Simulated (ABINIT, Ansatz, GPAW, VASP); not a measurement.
**Code comparison for MgTl (Pm-3m, 2 atoms in the cell)**

Self-consistent single point.

```
MgTl
1.0
    3.63780     0.00000     0.00000
    0.00000     3.63780     0.00000
    0.00000     0.00000     3.63780
Mg Tl
1 1
Direct
  0.00000   0.00000   0.00000
  0.50000   0.50000   0.50000
```

Shared settings, as Ansatz (a program for electronic structure) writes them: kpoints.mp_grid.grid = 3 3 3; scf.occupations.method = gaussian; scf.occupations.width = 0.272 eV. Potentials and cutoffs stand in the table.

```tsv
code	model	pressure (GPa)	cutoff
Ansatz	PBEsol, default PAW files made with PBE	3.14	default
GPAW	PBEsol, GPAW PAW datasets PBEsol (made by gpaw-setup)	2.91	800 eV
VASP	PBEsol, VASP's PBE PAW potentials (set 64)	2.74	300 eV
ABINIT	PBEsol, norm-conserving pseudopotentials (PseudoDojo nc-sr-04 PBEsol standard)	3.19	1143 eV
```

On Ansatz's run: spin-orbit coupling is off.

The spread over the programs that give each value: pressure within 0.45 GPa.

Ansatz's pressure is given at a fixed set of plane waves, as the other plane-wave codes print theirs.

On the base mesh (7 7 7) the same programs gave: Ansatz pressure -0.99 GPa; GPAW pressure -1.24 GPa; ABINIT pressure -0.92 GPa; VASP pressure -1.39 GPa.

The values differ from the base mesh's, so the mesh still matters here: the table compares the programs at equal settings.

VASP's run is marked for a possible Pulay error in its stress at this cutoff; no cutoff test was made.

The starting cell comes from a database of computed structures (which also holds hypothetical and non-ambient phases and stackings), without a prior relaxation at this level.

Left out of this page: Quantum ESPRESSO, Elk and SIESTA (not drawn, or without a comparable value); CP2K (on another mesh).

Keys are those of Ansatz 0.2.
